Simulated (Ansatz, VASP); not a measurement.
# Zr16N16O (O on ZrN(001)): VASP beside Ansatz, part 2 of 2

One calculation is typed for both programs; each brings its own data sets and cutoff. How far apart do they land?  The structure shown is the end of the VASP relaxation below.

VASP 6.6.1 and Ansatz 0.2.0.

So far: Set-up; VASP: relaxation, PBEsol.

## Step 3: Ansatz: single point, PBEsol

Level of this step: Ansatz beside VASP: Kohn-Sham DFT, plane waves, PBEsol (Ansatz).

Ansatz runs on its default PAW (the set named soft_2) files.

The same cell, functional, mesh and smearing now go to Ansatz, which takes its cutoff from its data sets.

input.yaml

```yaml
crystal:
  lattice:
    - [6.44881384, 0.0, 0.0]
    - [0.0, 6.44881384, 0.0]
    - [0.0, 0.0, 24.54]
  atoms:
    - { symbol: Zr, position: [0.0, 0.0, 0.32599837] }
    - { symbol: Zr, position: [0.0, 0.5, 0.32599837] }
    - { symbol: Zr, position: [0.5, 0.0, 0.32599837] }
    - { symbol: Zr, position: [0.5, 0.5, 0.32599837] }
    - { symbol: Zr, position: [0.25, 0.25, 0.4189079] }
    - { symbol: Zr, position: [0.25, 0.75, 0.4189079] }
    - { symbol: Zr, position: [0.75, 0.25, 0.4189079] }
    - { symbol: Zr, position: [0.75, 0.75, 0.4189079] }
    - { symbol: Zr, position: [0.00584278, 0.00584278, 0.51162481] }
    - { symbol: Zr, position: [0.00584278, 0.49415722, 0.51162481] }
    - { symbol: Zr, position: [0.49415722, 0.00584278, 0.51162481] }
    - { symbol: Zr, position: [0.49415722, 0.49415722, 0.51162481] }
    - { symbol: Zr, position: [0.25, 0.25, 0.62303917] }
    - { symbol: Zr, position: [0.25, 0.75, 0.60063344] }
    - { symbol: Zr, position: [0.75, 0.25, 0.60063344] }
    - { symbol: Zr, position: [0.75, 0.75, 0.60124554] }
    - { symbol: "N", position: [0.25, 0.25, 0.32599837] }
    - { symbol: "N", position: [0.25, 0.75, 0.32599837] }
    - { symbol: "N", position: [0.75, 0.25, 0.32599837] }
    - { symbol: "N", position: [0.75, 0.75, 0.32599837] }
    - { symbol: "N", position: [0.0, 0.0, 0.4189079] }
    - { symbol: "N", position: [0.0, 0.5, 0.4189079] }
    - { symbol: "N", position: [0.5, 0.0, 0.4189079] }
    - { symbol: "N", position: [0.5, 0.5, 0.4189079] }
    - { symbol: "N", position: [0.25, 0.25, 0.51180647] }
    - { symbol: "N", position: [0.25, 0.75, 0.51253136] }
    - { symbol: "N", position: [0.75, 0.25, 0.51253136] }
    - { symbol: "N", position: [0.75, 0.75, 0.51511809] }
    - { symbol: "N", position: [0.99600052, 0.99600052, 0.60391585] }
    - { symbol: "N", position: [0.99600052, 0.50399948, 0.60391585] }
    - { symbol: "N", position: [0.50399948, 0.99600052, 0.60391585] }
    - { symbol: "N", position: [0.50399948, 0.50399948, 0.60391585] }
    - { symbol: O, position: [0.25, 0.25, 0.69553097] }
hamiltonian:
  xc: pbesol
  pseudopotentials: { kind: paw }
kpoints:
  mp_grid: { grid: [4, 4, 1] }
scf:
  occupations: { method: methfessel_paxton, width: 0.1 }
  n_extra_bands: 12
efield:
  axis: 3
  dipole_correction: true
  ramp_width: 0.04
output:
  forces: true
  eigenvalues: true
```

Run with:

```
$ ansatz run input.yaml --threads 8 --pin off --max-ram 18432MiB --backend cpu --events-out ev --progress --plain --runs-dir out
```

Numbers of over 12 decimals in the logs are rounded to 6 here.

What it wrote:

```text
scf.n_extra_bands = 12 over 139 filled bands (N_el = 278.0): the run solves 151 bands
Engine: ansatz 0.2.0, aarch64-unknown-linux-gnu
Pseudopotentials: kind: paw
Pseudopotential: Zr, paw, valence charge 12, recommended cutoff 420 eV (normal), Zr.paw.azcp
Pseudopotential: N, paw, valence charge 5, recommended cutoff 420 eV (normal), N.paw.azcp
Pseudopotential: O, paw, valence charge 6, recommended cutoff 420 eV (normal), O.paw.azcp
Functional definition: PBEsol
  exchange = pbesol_x
  correlation = pbesol_c
Crystal: 33 atoms, lattice volume = 1020.550 Å³
Basis set: ecut = 420 eV, 19959 PW (Γ), exchange–correlation on 90×90×360 points (8 copies of the dense FFT grid, shifted against one another)
Bands: 151, of which v1, the nominal top of the filled ones, is band 139 counted from 1 (138 counted from 0)
Symmetry: 8 space group operations
Space group: P4mm (ITA 99), of the structure as read, at distance tolerance 1.0e-4 Å
k-points: 6 of 16
Non-local potential: Zr, projectors of the file, l = 0: 3, l = 1: 2, l = 2: 2, l = 3: 2
Non-local potential: N, projectors of the file, l = 0: 2, l = 1: 2, l = 2: 1
Non-local potential: O, projectors of the file, l = 0: 2, l = 1: 2, l = 2: 1
PAW form: soft (Blöchl's): semilocal exchange-correlation on the pseudo side does not see the compensation charge
PAW frozen core: Zr, regenerated for the run's functional, and the local potential with it (the file was generated under x = pbe(κ = 0.804, μ = 0.219515), c = pbe(β = 0.066725))
PAW frozen core: N, regenerated for the run's functional, and the local potential with it (the file was generated under x = pbe(κ = 0.804, μ = 0.219515), c = pbe(β = 0.066725))
PAW frozen core: O, regenerated for the run's functional, and the local potential with it (the file was generated under x = pbe(κ = 0.804, μ = 0.219515), c = pbe(β = 0.066725))
PAW one-centre angular grid: Zr, 590 points (default); XC on 64 Gauss nodes
PAW one-centre angular grid: N, 110 points (default); XC on 64 Gauss nodes
PAW one-centre angular grid: O, 110 points (default); XC on 64 Gauss nodes
Initial density: superposition of atomic densities (neutral atoms: chi_scale 0, normalization atom), corrected by the library's trained network
Initial wavefunctions: pseudopotential atomic-orbital guess
Functional: x = pbesol(κ = 0.804, μ = 0.123457), c = pbesol(β = 0.046)
SCF iter   1: F=—  HF=-72727.589517 eV  |F-HF|=—  |Δ(HF+E_count)|=         —  Δρ=8.30e-3  dr2=1.20e0  ethr=1.77e-3  p=-0.615 e·Å  D=-1.09e-1 V/Å  ΔV_dip=2.68 eV  dr2_dipole=1.08e-1  V_vac-E_F(+/−)=5.39/2.71 eV  ⟨swp⟩=7.3  Hψ=4251  notcnv=0
efield: sawtooth ramp at fractional position 0.9908 (placed from the atoms, in the widest stretch of the axis that holds none; the zero of the levels goes with the place), width 0.0400; the density the first Hamiltonian is built on has a dipole p = -0.615 e·Å; the dipole correction subtracts the counter field D = -1.09e-1 V/Å, which shifts the + side's vacuum level by +2.68 eV against the − side's; the planar-averaged density in the ramp window peaks in size at 7.7e-5 e/Å³
preconditioner: auto → LDOS  [metal: Δε(μ)=0.024 eV  Ē_g=7.371 eV  σ=0.100 eV  W_gap=0.20  n_scr=180 (ndim 8)  ℏωp=14.2 eV  f_vac=0.557  D(μ)=17.47/eV (n_scr^D=92)  β→1.0]
SCF iter   2: F=—  HF=-72727.445472 eV  |F-HF|=—  |Δ(HF+E_count)|=   1.44e-1  S|Δr|=    0.00e0  Δρ=4.73e-3  dr2=2.38e-1  ethr=4.30e-4  p=-0.614 e·Å  D=-1.09e-1 V/Å  ΔV_dip=2.67 eV  dr2_dipole=1.09e-2  V_vac-E_F(+/−)=5.22/2.55 eV  ⟨swp⟩=3.0  Hψ=1624  notcnv=0  defer=16
SCF iter   3: F=—  HF=-72727.404023 eV  |F-HF|=—  |Δ(HF+E_count)|=   4.14e-2  S|Δr|=    0.00e0  Δρ=9.09e-4  dr2=3.40e-2  ethr=8.57e-5  p=-0.602 e·Å  D=-1.07e-1 V/Å  ΔV_dip=2.62 eV  dr2_dipole=6.37e-3  V_vac-E_F(+/−)=5.20/2.58 eV  ⟨swp⟩=3.7  Hψ=1986  notcnv=0  defer=16
SCF iter   4: F=—  HF=-72727.401639 eV  |F-HF|=—  |Δ(HF+E_count)|=   2.38e-3  S|Δr|=    0.00e0  Δρ=5.01e-4  dr2=4.81e-3  ethr=1.22e-5  p=-0.609 e·Å  D=-1.08e-1 V/Å  ΔV_dip=2.65 eV  dr2_dipole=6.21e-4  V_vac-E_F(+/−)=5.17/2.52 eV  ⟨swp⟩=2.3  Hψ=1340  notcnv=0  defer=16
SCF iter   5: F=—  HF=-72727.401433 eV  |F-HF|=—  |Δ(HF+E_count)|=   2.06e-4  S|Δr|=    0.00e0  Δρ=3.74e-4  dr2=2.10e-3  ethr=1.73e-6  p=-0.617 e·Å  D=-1.09e-1 V/Å  ΔV_dip=2.68 eV  dr2_dipole=7.62e-6  V_vac-E_F(+/−)=5.18/2.49 eV  ⟨swp⟩=3.0  Hψ=1573  notcnv=0  defer=16
SCF iter   6: F=—  HF=-72727.401234 eV  |F-HF|=—  |Δ(HF+E_count)|=   1.99e-4  S|Δr|=    0.00e0  Δρ=6.60e-5  dr2=2.06e-4  ethr=7.57e-7  p=-0.620 e·Å  D=-1.10e-1 V/Å  ΔV_dip=2.70 eV  dr2_dipole=1.53e-5  V_vac-E_F(+/−)=5.17/2.48 eV  ⟨swp⟩=3.0  Hψ=1352  notcnv=0  defer=16
SCF iter   7: F=—  HF=-72727.401267 eV  |F-HF|=—  |Δ(HF+E_count)|=   3.34e-5  S|Δr|=    0.00e0  Δρ=2.60e-5  dr2=4.20e-5  ethr=7.40e-8  p=-0.625 e·Å  D=-1.11e-1 V/Å  ΔV_dip=2.72 eV  dr2_dipole=1.07e-6  V_vac-E_F(+/−)=5.17/2.45 eV  ⟨swp⟩=2.5  Hψ=1284  notcnv=0  defer=15
SCF iter   8: F=—  HF=-72727.400773 eV  |F-HF|=—  |Δ(HF+E_count)|=   4.94e-4  S|Δr|=    0.00e0  Δρ=1.21e-5  dr2=1.35e-5  ethr=1.51e-8  p=-0.627 e·Å  D=-1.11e-1 V/Å  ΔV_dip=2.73 eV  dr2_dipole=1.62e-6  V_vac-E_F(+/−)=5.17/2.44 eV  ⟨swp⟩=3.5  Hψ=1554  notcnv=0  defer=14
SCF iter   9: F=—  HF=-72727.400775 eV  |F-HF|=—  |Δ(HF+E_count)|=   2.20e-6  S|Δr|=    0.00e0  Δρ=7.46e-6  dr2=2.43e-6  ethr=4.85e-9  p=-0.628 e·Å  D=-1.11e-1 V/Å  ΔV_dip=2.73 eV  dr2_dipole=6.55e-7  V_vac-E_F(+/−)=5.17/2.44 eV  ⟨swp⟩=3.0  Hψ=1225  notcnv=0  defer=14
SCF iter  10: F=—  HF=-72727.400776 eV  |F-HF|=—  |Δ(HF+E_count)|=   1.62e-7  S|Δr|=    0.00e0  Δρ=2.15e-6  dr2=1.23e-7  ethr=8.73e-10  p=-0.629 e·Å  D=-1.11e-1 V/Å  ΔV_dip=2.74 eV  dr2_dipole=1.99e-8  V_vac-E_F(+/−)=5.17/2.44 eV  ⟨swp⟩=2.5  Hψ=1589  notcnv=0  defer=14
SCF iter  11: F=-72727.400776 eV  HF=-72727.400776 eV  |F-HF|=2.55e-8  |Δ(HF+E_count)|=   1.71e-8  S|Δr|=    0.00e0  Δρ=8.72e-7  dr2=2.51e-8  ethr=3.60e-11  p=-0.629 e·Å  D=-1.11e-1 V/Å  ΔV_dip=2.74 eV  dr2_dipole=8.03e-9  V_vac-E_F(+/−)=5.17/2.44 eV  ⟨swp⟩=18.2  Hψ=3923  notcnv=0
SCF 1 converged in 11 iterations: F = -72727.400776 eV  dr2 = 2.51e-8
  greatest PAW one-centre occupation: 0.996 electrons in one spin orbital (limit 2), on the Zr atom at site 15 (counted from 0), in its partial waves of l = 0
SCF converged after 11 iterations
Stability not checked: this state was not tested for a lower state beside it, because cold or Methfessel-Paxton smearing, or corrected tetrahedra, fill the levels in a way that the test cannot read (fill_not_monotonic; see scf.lower_state_search)
Free energy (F): -72727.400776 eV
Harris-Foulkes:  -72727.400776 eV  (|F-HF|=2.55e-8)
Internal energy: -72727.392899 eV  (E = F + TS)
E sigma→0 (E₀):  -72727.398806 eV
Entropy (-TS):   -0.007876 eV (-0.239 meV/atom)
Fermi energy:    4.309825 eV
Dipole field:    D = -0.111410 V/Å  (p = -0.628344 e·Å, saw-weighted, corrected)
Work function:   Φ+ = 5.1719 eV   Φ− = 2.4378 eV
Levels:          The Fermi level and band energies are counted from a zero that moves with the ramp; work functions are not
--- Per-component energies (eV) ---
  E_band       = -4015.704749
  E_kinetic    = 7613.916255
  E_local      = -275971.515553  (includes V_loc(G=0)·N_el)
  E_nonlocal   = 2050.645158
  E_hartree    = 134167.635382
  E_xc         = -3615.810797
  E_vxc        = -4385.922203  (∫ρ·V_xc dr)
  E_paw        = -48498.651045  (= ΣΔE_a)
  E_vpaw       = -1627.663193  (= ΣTr[D̂ρ^β])
  E_aug_tail   = 0.004174  (compensation charges beyond the density's cutoff)
  E_efield     = 0.035002  (sawtooth field / dipole correction)
  E_vefield    = -30.449450  (∫n·V_field dr)
  E_ewald      = 111523.212128
  E_core_change = 3.136396  (= ΣΔE_core)
  E_smearing   = -0.007876  (= −TS)
  E_closure    = 0.000000  (closes the sum)
  Σ components = -72727.400776   (vs F -72727.400776, Δ=0.00e0)
--- Forces (eV/Å), atoms counted from 1 ---
  atom   1  Zr     0.11910564     0.11910564     1.68252611
  atom   2  Zr     0.11910564    -0.11910564     1.68252611
  atom   3  Zr    -0.11910564     0.11910564     1.68252611
  atom   4  Zr    -0.11910564    -0.11910564     1.68252611
  atom   5  Zr    -0.00000000     0.00000000    -0.96412776
  atom   6  Zr     0.00000000     0.00000000     0.64073418
  atom   7  Zr     0.00000000     0.00000000     0.64073418
  atom   8  Zr    -0.00000000     0.00000000    -0.14728747
  atom   9  Zr     0.00359059     0.00359059    -0.01185458
  atom  10  Zr     0.00359059    -0.00359059    -0.01185458
  atom  11  Zr    -0.00359059     0.00359059    -0.01185458
  atom  12  Zr    -0.00359059    -0.00359059    -0.01185458
  atom  13  Zr     0.00000000     0.00000000     0.24307331
  atom  14  Zr    -0.00000000     0.00000000    -0.02040931
  atom  15  Zr    -0.00000000     0.00000000    -0.02040931
  atom  16  Zr    -0.00000000    -0.00000000    -0.01110014
  atom  17  N     -0.00000000     0.00000000    -1.26353863
  atom  18  N     -0.00000000     0.00000000    -0.51573333
  atom  19  N     -0.00000000    -0.00000000    -0.51573333
  atom  20  N     -0.00000000    -0.00000000    -1.01202354
  atom  21  N     -0.09852813    -0.09852813    -0.87445141
  atom  22  N     -0.09852813     0.09852813    -0.87445141
  atom  23  N      0.09852813    -0.09852813    -0.87445141
  atom  24  N      0.09852813     0.09852813    -0.87445141
  atom  25  N      0.00000000     0.00000000     0.00033380
  atom  26  N      0.00000000     0.00000000    -0.00080087
  atom  27  N     -0.00000000    -0.00000000    -0.00080087
  atom  28  N      0.00000000    -0.00000000     0.01454367
  atom  29  N     -0.00844139    -0.00844139    -0.00581695
  atom  30  N     -0.00844139     0.00844139    -0.00581695
  atom  31  N      0.00844139    -0.00844139    -0.00581695
  atom  32  N      0.00844139     0.00844139    -0.00581695
  atom  33  O     -0.00000000    -0.00000000    -0.22918820
  max |Σ_I F_I| component: 1.21e-4 eV/Å
--- Band table (eV; the first three rows and the last of 6) ---
  k-point 0: bands = [... 135 lower, 2.3263, 2.8133, 3.6353, 3.9989, 3.9989, 4.2575, 4.6935, 4.6935, ... 8 higher]
  k-point 1: bands = [... 135 lower, 2.8249, 3.5980, 4.1783, 4.1918, 4.2439, 4.3622, 4.5937, 4.7561, ... 8 higher]
  k-point 2: bands = [... 135 lower, 3.5647, 3.6304, 3.8088, 4.2436, 4.3213, 4.4842, 4.5308, 4.7441, ... 8 higher]
  k-point 5: bands = [... 135 lower, 3.2102, 4.5340, 4.6379, 5.0713, 5.0713, 5.0873, 5.2478, 5.2478, ... 8 higher]
```

It took 32 s on 8 threads of Arm Neoverse N1, shared host; peak memory 3.7 GiB; 4 min of CPU time.

## Step 4: Differences

Known differences besides the PAW data sets themselves: the cutoff is 420 eV in Ansatz and 400 eV in VASP (PREC = Normal, projectors in real space); Ansatz makes its cores anew for this functional, VASP keeps those of its PBE data sets. Total energies have different zeros and are not compared.

Forces on 10 of the 33 atoms, picked by the larger force of the two programs (eV/Å; atoms numbered as in POSCAR):

| atom | Ansatz x, y, z | VASP x, y, z |
| --- | --- | --- |
| Zr1 | 0.119, 0.119, 1.683 | 0.120, 0.120, 1.646 |
| Zr2 | 0.119, -0.119, 1.683 | 0.120, -0.120, 1.646 |
| Zr3 | -0.119, 0.119, 1.683 | -0.120, 0.120, 1.646 |
| Zr4 | -0.119, -0.119, 1.683 | -0.120, -0.120, 1.646 |
| Zr5 | 0.000, 0.000, -0.964 | 0.000, 0.000, -0.960 |
| N17 | 0.000, 0.000, -1.264 | 0.000, 0.000, -1.277 |
| N20 | 0.000, 0.000, -1.012 | 0.000, 0.000, -1.026 |
| N21 | -0.099, -0.099, -0.874 | -0.099, -0.099, -0.876 |
| N22 | -0.099, 0.099, -0.874 | -0.099, 0.099, -0.876 |
| N23 | 0.099, -0.099, -0.874 | 0.099, -0.099, -0.876 |

The forces differ by 38 meV/Å r.m.s., which is 8.6 % of the r.m.s. force of 0.44 eV/Å (both taken over all components, held atoms included).

## Step 5: Looking for the cause

The difference is large enough to ask for its cause, so further runs change the set-up of one program at a time, as the table lists.

| run | r.m.s. force difference (% of the r.m.s. force) |
| --- | --- |
| as above | 8.6 |
| cores kept as stored, as VASP does, whose cores stay as stored | 8.2 |

## Step 6: What came out

| Item | Value |
| --- | --- |
| r.m.s. force difference (single point, PBEsol) | 8.6 % of the r.m.s. force |

**Reading.** The r.m.s. force difference is 8.6 % of the r.m.s. force (single point, PBEsol), beyond the 3 % picked in this series as the mark of a large difference. For single point, PBEsol: no further run halves the r.m.s. force difference; only Ansatz's side was varied. 2 further runs on this material are not shown. Differences of this kind measure data sets and numerical settings, not the functional's error against experiment.

[Lines on the potential files, build, host, timing and source positions are cut from VASP's logs without a mark.]

[Logs are printed without paths, hosts, clocks, repeated set-up lines and the standing remarks that a program may print on its own settings, such as how far it seeks lower states.]

[Hosts, paths, dates, database ids (printed as entryN), source tags and the programs' standing remarks are cut or masked in the printed files.]
